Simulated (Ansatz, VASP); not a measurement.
# Sb (Antimony): VASP beside Ansatz

Wanted: the spread between two codes on one cell, functional and k mesh. The cell is taken from a series of runs on this material, whose earlier steps may have relaxed, scaled, displaced or heated it; both programs get it as it stands.

Main program and level: Ansatz 0.2.0; plane waves, with VASP 6.6.1 beside it; zone-centre phonons at LDA.

## Step 1: Starting point

It takes space group R-3m (No. 166, trigonal). The conventional cell has a = 4.286 Å, b = 4.286 Å, c = 11.073 Å, α = 90.00°, β = 90.00°, γ = 120.00°. Sb has 3 Sb at 2.90 Å nearest.

## Step 2: VASP: zone-centre phonons, LDA

Second derivatives magnify differences that forces hide, and they need a tight electronic threshold.

Lines of VASP's logs that name or quote its potential files are left out, and so is its time.

File INCAR:

```
SYSTEM = Sb
PREC = Accurate
ENCUT = 500
EDIFF = 1E-08
NELM = 120
ISMEAR = 1
SIGMA = 0.2
LREAL = .FALSE.
ALGO = Normal
GGA = CA
NBANDS = 11
LORBIT = 11
LWAVE = .FALSE.
LCHARG = .FALSE.
ISIF = 2
IBRION = 8
LASPH = .TRUE.
GGA_COMPAT = .FALSE.
KPAR = 2
```

File POSCAR:

```
Sb
1.0
    2.1431316111      1.2373376126      3.6908470539
   -2.1431316111      1.2373376126      3.6908470539
    0.0000000000     -2.4746752252      3.6908470539
Sb
2
Direct
    0.2353532314      0.2353532309      0.2353532314
    0.7646467686      0.7646467691      0.7646467686
```

File KPOINTS:

```
Automatic mesh
0
Gamma
12 12 12
0 0 0
```

Potentials, in the order of the species: Sb (LDA family, release 64).

Command:

```bash
$ mpirun -np 2 vasp_std
```

Numbers of over 12 decimals in the logs are rounded to 6 here.

What it wrote:

```text
[banner, memory and clock lines left out]
running    2 mpi-ranks, on    1 nodes
 distrk:  each k-point on    1 cores,    2 groups
 distr:  one band on    1 cores,    1 groups

 POSCAR found type information on POSCAR Sb
 POSCAR found :  1 types and       2 ions
 LDA part: xc-table for (Slater(with rela. corr.)+CA(PZ))
 , standard interpolation
 POSCAR, INCAR and KPOINTS ok, starting setup
 FFT: planning ... GRIDC
 FFT: planning ... GRID_SOFT
 FFT: planning ... GRID
 WAVECAR not read
 entering main loop
       N       E                     dE             d eps       ncg     rms          rms(c)
DAV:   1     0.367241456946E+02    0.36724E+02   -0.34854E+03  4158   0.694E+02
DAV:   2    -0.760869202739E+01   -0.44333E+02   -0.43085E+02  5721   0.115E+02
DAV:   3    -0.963272432812E+01   -0.20240E+01   -0.20019E+01  5072   0.279E+01
DAV:   4    -0.965181664799E+01   -0.19092E-01   -0.19089E-01  4687   0.317E+00
DAV:   5    -0.965203907314E+01   -0.22243E-03   -0.22242E-03  4862   0.388E-01    0.323E+00
DAV:   6    -0.963560012307E+01    0.16439E-01   -0.37388E-03  4680   0.330E-01    0.192E+00
DAV:   7    -0.962642036372E+01    0.91798E-02   -0.79977E-03  4557   0.477E-01    0.546E-02
DAV:   8    -0.962643073291E+01   -0.10369E-04   -0.21938E-04  4695   0.106E-01    0.179E-02
DAV:   9    -0.962643466871E+01   -0.39358E-05   -0.15140E-05  4752   0.240E-02    0.651E-03
DAV:  10    -0.962643430772E+01    0.36099E-06   -0.17241E-06  4713   0.728E-03    0.100E-03
DAV:  11    -0.962643434293E+01   -0.35208E-07   -0.15988E-07  4755   0.244E-03    0.358E-04
DAV:  12    -0.962643434315E+01   -0.22055E-09   -0.10179E-08  2931   0.557E-04
   1 F= -.96264343E+01 E0= -.96272229E+01  d E =0.236557E-02
 Linear response reoptimize wavefunctions to high precision
DAV:   1    -0.962643434338E+01   -0.23289E-09   -0.17197E-09  3796   0.282E-04
DAV:   2    -0.962643434341E+01   -0.30582E-10   -0.11466E-10  2436   0.807E-05
 Linear response DOF=           2
 Linear response progress:
  Degree of freedom:   1/  2
       N       E                     dE             d eps       ncg     rms          rms(c)
RMM:   1    -0.259764230630E-01   -0.25976E-01    0.21205E-02 38883   0.122E+00
RMM:   2    -0.256006183872E-01    0.37580E-03   -0.17527E-03 30107   0.253E-01    0.489E-02
RMM:   3    -0.255954529824E-01    0.51654E-05   -0.42310E-05 31778   0.415E-02    0.287E-02
RMM:   4    -0.256333039800E-01   -0.37851E-04   -0.16338E-05 31988   0.199E-02    0.240E-03
RMM:   5    -0.256400330147E-01   -0.67290E-05   -0.96120E-07 32722   0.381E-03    0.102E-03
RMM:   6    -0.256415706902E-01   -0.15377E-05    0.15955E-09 31418   0.924E-04    0.317E-04
RMM:   7    -0.256407716911E-01    0.79900E-06    0.74060E-08 33314   0.238E-04    0.837E-05
RMM:   8    -0.256407238563E-01    0.47835E-07    0.75085E-10 33793   0.589E-05    0.190E-05
RMM:   9    -0.256407047108E-01    0.19145E-07    0.85803E-09 33742   0.158E-05    0.171E-06
RMM:  10    -0.256407034881E-01    0.12227E-08    0.32395E-09 33280   0.481E-06    0.700E-07
 first order change of Fermi-energy  -0.20470E-04
 force on displaced ion       1 direction 1 :  -2.262  -0.000   0.000
 Linear response progress:
  Degree of freedom:   2/  2
       N       E                     dE             d eps       ncg     rms          rms(c)
RMM:   1    -0.271747191238E-01   -0.27175E-01    0.14765E-02  8123   0.123E+00
RMM:   2    -0.258951805751E-01    0.12795E-02   -0.17339E-03  6483   0.262E-01    0.488E-02
RMM:   3    -0.257936273672E-01    0.10155E-03   -0.48449E-05  6891   0.457E-02    0.292E-02
RMM:   4    -0.257215770285E-01    0.72050E-04   -0.29003E-05  6724   0.256E-02    0.740E-03
RMM:   5    -0.257284079870E-01   -0.68310E-05   -0.89662E-07  6961   0.522E-03    0.255E-03
RMM:   6    -0.257301144268E-01   -0.17064E-05   -0.61999E-08  7024   0.109E-03    0.789E-04
RMM:   7    -0.257293860632E-01    0.72836E-06    0.14619E-08  7077   0.345E-04    0.216E-04
RMM:   8    -0.257294171454E-01   -0.31082E-07    0.42398E-09  7187   0.559E-05    0.274E-05
RMM:   9    -0.257294406008E-01   -0.23455E-07   -0.32345E-10  7201   0.204E-05    0.149E-05
RMM:  10    -0.257294384040E-01    0.21967E-08    0.30008E-10  7288   0.694E-06    0.320E-06
 first order change of Fermi-energy  -0.61457E+00
 force on displaced ion       1 direction 3 :   0.000   0.000  -4.793
 Linear response finished
```

From OUTCAR (step 2):

```text
ion  position               nearest neighbor table
   1  0.235  0.235  0.235-   2 2.90   2 2.90   2 2.90   2 3.29   2 3.29   2 3.29
   2  0.765  0.765  0.765-   1 2.90   1 2.90   1 2.90   1 3.29   1 3.29   1 3.29

  LATTYP: Found a trigonal (rhomboedric) cell.
 ALAT       =     4.4436887206
 COS(alpha) =     0.5347992333

 Subroutine GETGRP returns: Found 12 space group operations
 (whereof 12 operations were pure point group operations)

The static configuration has the point symmetry D_3d.

 Found    189 irreducible k-points:

   k-points           NKPTS =    189   k-points in BZ     NKDIM =    189   number of bands    NBANDS=     11

   dimension x,y,z NGX =    32 NGY =   32 NGZ =   32
   dimension x,y,z NGXF=    64 NGYF=   64 NGZF=   64

   ENCUT  =  500.0 eV  36.75 Ry    6.06 a.u.   8.10  8.10  8.10*2*pi/ulx,y,z

   NELECT =      10.0000    total number of electrons

 k-points in reciprocal lattice and weights: Automatic mesh
   0.00000000  0.00000000  0.00000000       0.001
   0.08333333  0.00000000  0.00000000       0.003
   0.16666667  0.00000000  0.00000000       0.003
   0.25000000  0.00000000  0.00000000       0.003
   0.33333333  0.00000000  0.00000000       0.003
   0.41666667  0.00000000  0.00000000       0.003
   0.50000000  0.00000000  0.00000000       0.002
   0.08333333  0.08333333  0.00000000       0.003
   0.16666667  0.08333333  0.00000000       0.007
[...]
-0.41666667  0.50000000  0.41666667       0.003
   0.50000000  0.50000000  0.50000000       0.001

 average (electrostatic) potential at core
       1 -86.4339       2 -86.4339

  Total        0.1145756      0.1145756     -0.0771712      0.0000000      0.0000000      0.0000000
  in kB        3.1259965      3.1259965     -2.1054824      0.0000000      0.0000000      0.0000000
  external PRESSURE =       1.3821702 kB  Pullay stress =       0.0000000 kB

  energy-cutoff  :      500.00
  volume of cell :       58.72
      direct lattice vectors                 reciprocal lattice vectors
     2.143131611  1.237337613  3.690847054     0.233303451  0.134697810  0.090313505
    -2.143131611  1.237337613  3.690847054    -0.233303451  0.134697810  0.090313505
     0.000000000 -2.474675225  3.690847054     0.000000000 -0.269395620  0.090313505

 POSITION                                       TOTAL-FORCE (eV/Angst)
 -----------------------------------------------------------------------------------
      0.00000     -0.00000      2.60596         0.000000      0.000000      0.067167
     -0.00000      0.00000      8.46658         0.000000      0.000000     -0.067167
 -----------------------------------------------------------------------------------
    total drift:                               -0.000000      0.000000     -0.000000

 Eigenvectors and eigenvalues of the dynamical matrix
 ----------------------------------------------------

   1 f  =    4.386684 THz    27.562348 2PiTHz  146.324023 cm-1    18.141859 meV
             X         Y         Z           dx          dy          dz
      0.000000 -0.000000  2.605958     0.000000   -0.000000    0.707107
     -0.000000  0.000000  8.466583     0.000000   -0.000000   -0.707107

   2 f  =    3.013629 THz    18.935191 2PiTHz  100.523852 cm-1    12.463364 meV
             X         Y         Z           dx          dy          dz
      0.000000 -0.000000  2.605958     0.000000   -0.707107   -0.000000
     -0.000000  0.000000  8.466583     0.000000    0.707107   -0.000000

   3 f  =    3.013629 THz    18.935191 2PiTHz  100.523852 cm-1    12.463364 meV
             X         Y         Z           dx          dy          dz
      0.000000 -0.000000  2.605958     0.707107   -0.000000   -0.000000
     -0.000000  0.000000  8.466583    -0.707107    0.000000   -0.000000

   4 f  =    0.000000 THz     0.000000 2PiTHz    0.000001 cm-1     0.000000 meV
             X         Y         Z           dx          dy          dz
      0.000000 -0.000000  2.605958    -0.705154   -0.051940   -0.007776
     -0.000000  0.000000  8.466583    -0.705154   -0.051940   -0.007776

   5 f  =    0.000000 THz     0.000000 2PiTHz    0.000000 cm-1     0.000000 meV
             X         Y         Z           dx          dy          dz
      0.000000 -0.000000  2.605958     0.004246   -0.160735    0.688583
     -0.000000  0.000000  8.466583     0.004246   -0.160735    0.688583

   6 f/i=    0.000000 THz     0.000000 2PiTHz    0.000002 cm-1     0.000000 meV
             X         Y         Z           dx          dy          dz
      0.000000 -0.000000  2.605958    -0.052347    0.686634    0.160603
     -0.000000  0.000000  8.466583    -0.052347    0.686634    0.160603

 ELASTIC MODULI CONTR FROM IONIC RELAXATION (kBar)
 Direction    XX          YY          ZZ          XY          YZ          ZX
 --------------------------------------------------------------------------------
 XX        -116.9605    -90.7286   -153.3466      0.0000     50.1161     -0.0000
 YY         -90.7286   -116.9605   -153.3466     -0.0000    -50.1161      0.0000
 ZZ        -153.3466   -153.3466   -226.4461      0.0000     -0.0000     -0.0000
 XY           0.0000     -0.0000      0.0000    -13.1159      0.0000     47.5769
 YZ          50.1161    -50.1161     -0.0000      0.0000   -191.4940     -0.0000
 ZX          -0.0000      0.0000      0.0000     47.5769     -0.0000   -172.5807
 --------------------------------------------------------------------------------
```

## Step 3: Ansatz: zone-centre phonons, LDA

Ansatz runs on its PAW soft_1 files.

The same cell, functional (in two slightly different forms), mesh and smearing now go to Ansatz, which takes its cutoff from its data sets.

File input.yaml:

```yaml
crystal:
  lattice:
    - [2.1431316111, 1.2373376126, 3.6908470539]
    - [-2.1431316111, 1.2373376126, 3.6908470539]
    - [0.0, -2.4746752252, 3.6908470539]
  atoms:
    - { symbol: Sb, position: [0.2353532314, 0.2353532309, 0.2353532314] }
    - { symbol: Sb, position: [0.7646467686, 0.7646467691, 0.7646467686] }
kpoints:
  mp_grid: { grid: [12, 12, 12] }
hamiltonian:
  xc: lda
  pseudopotentials: { kind: paw, azcp: { folder: soft_1 }, xc_functional: pbe }
scf:
  occupations: { method: methfessel_paxton, width: 0.2 }
output:
  eigenvalues: true
phonons:
  method: dfpt
```

Command:

```bash
$ ansatz run input.yaml --threads 4 --pin off --max-ram 10240MiB --backend cpu --events-out ev --progress --plain --runs-dir out
```

What it wrote:

```text
Engine: ansatz 0.2.0, x86_64-unknown-linux-gnu
Pseudopotentials: kind: paw
Pseudopotential: Sb, paw, valence charge 15, recommended cutoff 420 eV (normal), soft_1/Sb.paw.azcp
Functional definition: SPW92
  exchange = slater_x
  correlation = pw_c
Crystal: 2 atoms, lattice volume = 58.724 Å³
Basis set: ecut = 420 eV, 1153 PW (Γ), exchange–correlation on 60×60×60 points (8 copies of the dense FFT grid, shifted against one another)
Bands: 19, of which v1, the nominal top of the filled ones, is band 15 counted from 1 (14 counted from 0)
Symmetry: 12 space group operations
k-points: 476 of 1728 (irreducible under 2 space group operations, time reversal used)
Non-local potential: Sb, projectors of the file, l = 0: 2, l = 1: 2, l = 2: 2, l = 3: 1
PAW form: soft (Blöchl's): semilocal exchange-correlation on the pseudo side does not see the compensation charge
PAW frozen core: Sb, regenerated for the run's functional, and the local potential with it (the file was generated under x = pbe(κ = 0.804, μ = 0.219515), c = pbe(β = 0.066725))
PAW one-centre angular grid: Sb, 590 points (default); XC on 64 Gauss nodes
Initial density: superposition of atomic densities (chi_scale 0.1, normalization cell)
Initial wavefunctions: pseudopotential atomic-orbital guess
Functional: x = slater, c = lda
SCF iter   1: F=—  HF=-12671.795040 eV  |F-HF|=—  |Δ(HF+E_count)|=         —  Δρ=1.51e-2  dr2=1.09e-1  ethr=3.10e-3  ⟨swp⟩=6.0  Hψ=48413  notcnv=0
preconditioner: auto → none  [insulator: Δε(μ)=0.140 eV  Ē_g=8.817 eV  σ=0.200 eV  W_gap=0.51  n_scr=14 (ndim 8)  ℏωp=15.3 eV  f_vac=0.000  D(μ)=0.14/eV (n_scr^D=0)  ε∞_Penn≈4.0]
SCF iter   2: F=—  HF=-12671.770810 eV  |F-HF|=—  |Δ(HF+E_count)|=   2.42e-2  S|Δr|=    0.00e0  Δρ=6.85e-3  dr2=2.18e-2  ethr=3.64e-4  ⟨swp⟩=1.1  Hψ=12928  notcnv=0
SCF iter   3: F=—  HF=-12671.767136 eV  |F-HF|=—  |Δ(HF+E_count)|=   3.67e-3  S|Δr|=    0.00e0  Δρ=4.95e-4  dr2=1.20e-4  ethr=7.25e-5  ⟨swp⟩=1.8  Hψ=10690  notcnv=0
SCF iter   4: F=—  HF=-12671.767138 eV  |F-HF|=—  |Δ(HF+E_count)|=   2.04e-6  S|Δr|=    0.00e0  Δρ=2.03e-4  dr2=1.89e-5  ethr=3.99e-7  ⟨swp⟩=2.1  Hψ=16254  notcnv=0
SCF iter   5: F=—  HF=-12671.767135 eV  |F-HF|=—  |Δ(HF+E_count)|=   3.10e-6  S|Δr|=    0.00e0  Δρ=4.96e-5  dr2=1.65e-6  ethr=6.31e-8  ⟨swp⟩=2.0  Hψ=16206  notcnv=0
SCF iter   6: F=—  HF=-12671.767135 eV  |F-HF|=—  |Δ(HF+E_count)|=   6.21e-7  S|Δr|=    0.00e0  Δρ=8.55e-6  dr2=2.31e-8  ethr=5.49e-9  ⟨swp⟩=2.0  Hψ=16177  notcnv=0
SCF iter   7: F=—  HF=-12671.767135 eV  |F-HF|=—  |Δ(HF+E_count)|=   5.21e-9  S|Δr|=    0.00e0  Δρ=1.26e-6  dr2=4.92e-10  ethr=7.71e-11  ⟨swp⟩=2.9  Hψ=16387  notcnv=0
SCF iter   8: F=-12671.767135 eV  HF=-12671.767135 eV  |F-HF|=1.82e-12  |Δ(HF+E_count)|=  1.02e-10  S|Δr|=    0.00e0  Δρ=8.09e-8  dr2=2.23e-12  ethr=1.00e-12  ⟨swp⟩=5.0  Hψ=48078  notcnv=0
SCF 1 converged in 8 iterations: F = -12671.767135 eV  dr2 = 2.23e-12
  greatest PAW one-centre occupation: 0.997 electrons in one spin orbital (limit 2), on the Sb atom at site 1 (counted from 0), in its partial waves of l = 2
DFPT response loops at Γ: preconditioner auto → Kerker (q_TF=auto, 2.439 Å⁻¹) (partly filled bands, converged f_vac=0.001); β = 1.00, the filter's whole step (`scf.mixing.beta` (0.50) is not read by the response loops under this deck's `scf.mixing.preconditioner`; to damp them name `kerker` or `kerker_dos`, under which they read `scf.mixing.beta`, and type it under 1.00, their step now; both keys bind the ground state too); Broyden in place of MSR1
SCF converged after 8 iterations
Stability not checked: this state was not tested for a lower state beside it, because cold or Methfessel-Paxton smearing, or corrected tetrahedra, fill the levels in a way that the test cannot read (fill_not_monotonic; see scf.lower_state_search)
Free energy (F): -12671.767135 eV
Harris-Foulkes:  -12671.767135 eV  (|F-HF|=1.82e-12)
Internal energy: -12671.769465 eV  (E = F + TS)
E sigma→0 (E₀):  -12671.767717 eV
Entropy (-TS):   0.002330 eV (1.165 meV/atom)
Fermi energy:    10.376352 eV
--- Per-component energies (eV) ---
  E_band       = -327.595969
  E_kinetic    = 328.707416
  E_local      = -3127.415679  (includes V_loc(G=0)·N_el)
  E_nonlocal   = 787.580283
  E_hartree    = 1292.667543
  E_xc         = -198.015717
  E_vxc        = -183.630273  (∫ρ·V_xc dr)
  E_paw        = -8789.617075  (= ΣΔE_a)
  E_vpaw       = -718.173111  (= ΣTr[D̂ρ^β])
  E_aug_tail   = 0.000249  (compensation charges beyond the density's cutoff)
  E_ewald      = -2966.794107
  E_core_change = 1.117622  (= ΣΔE_core)
  E_smearing   = 0.002330  (= −TS)
  E_closure    = -0.000000  (closes the sum)
  Σ components = -12671.767135   (vs F -12671.767135, Δ=0.00e0)
--- Band table (eV; the first three rows and the last of 476) ---
  k-point 0: bands = [... 11 lower, 5.5768, 8.3255, 8.5706, 8.5706, 12.6804, 13.1872, 13.1872, 15.5061]
  k-point 1: bands = [... 11 lower, 5.2051, 8.3585, 8.5586, 8.7287, 12.6075, 12.9577, 12.9701, 15.1587]
  k-point 2: bands = [... 11 lower, 4.3441, 8.3831, 8.5335, 9.0644, 12.2637, 12.4174, 12.4286, 14.9860]
  k-point 475: bands = [... 11 lower, 1.1354, 9.1305, 9.1305, 9.9398, 10.3970, 10.3970, 11.3921, 17.6432]
--- Phonons (Γ-DFPT): 2 representative perturbations + reference, on 476 of 1728 k-points (Σ response iterations 6) ---
  k mesh reduced under 2 symmetry operations, with k and −k counted as one. Each operation leaves every solved perturbation unchanged. A smaller set is not used because it would not reduce the number of displacements times k-points to solve
  ASR residual: 1.669e-5 → 0.000e0 eV/Å²; symmetrization residual: 1.458e-5 eV/Å²
  ASR residual per site (eV/Å²): 1.67e-5 1.67e-5
  Γ frequencies (cm⁻¹): 0.00 0.00 0.00 96.54 96.54 143.29
  non-analytic LO–TO correction: not included (Born effective charges unavailable; polar crystals: no LO–TO splitting at Γ)
```

In the SCF lines HF is the Harris–Foulkes energy and dr2 the Hartree energy of the density residual, in eV; the loop may stop once dr2 is under the threshold and the program's other checks hold. Hψ counts applications of the Hamiltonian.

## Step 4: Differences

Known differences besides the potentials themselves: the two LDA forms differ slightly; the data sets hold 30 valence electrons in Ansatz (on its PAW soft_1 files) and 10 in VASP; the cutoff is 420 eV in Ansatz and 500 eV in VASP; VASP's log shows a relativistic correction to its local exchange, Ansatz's none. Total energies have different zeros and are not compared.

Both answers:

```csv
quantity,Ansatz,VASP,difference
optical mode 1 to 2 (cm⁻¹),96.5,100.5,-3.96 %
optical mode 3 (cm⁻¹),143.3,146.3,-2.07 %
```

Modes are paired by rising frequency, not by their patterns, so a pair may set unlike modes beside each other; they are those without the splitting of longitudinal modes.

## Step 5: What came out

```json
{
 "r.m.s. difference of the optical zone-centre modes, each program's sorted by frequency (zone-centre phonons, LDA)": "3.7 cm⁻¹",
 "difference in optical mode 1 to 2 (zone-centre phonons, LDA)": "-4.0 %"
}
```

What this shows: The r.m.s. difference of the optical zone-centre modes, each program's sorted by frequency is 3.7 cm⁻¹ (zone-centre phonons, LDA). The data sets hold unlike numbers of valence electrons (30 in Ansatz and 10 in VASP), so part of the differences comes from the potentials. Among the rows given in per cent, the largest difference of the zone-centre phonons, LDA pair is in optical mode 1 to 2, -4.0 %. How closely two codes agree says nothing of how well the functional describes the real material.

[Lines on the potential files, build, host, timing and source positions are cut from VASP's logs without a mark.]

[Logs are printed without paths, hosts, clocks, repeated set-up lines and the standing remarks that a program may print on its own settings, such as how far it seeks lower states.]

[Hosts, paths, dates, database ids (printed as entryN), source tags and the programs' standing remarks are cut or masked in the printed files.]
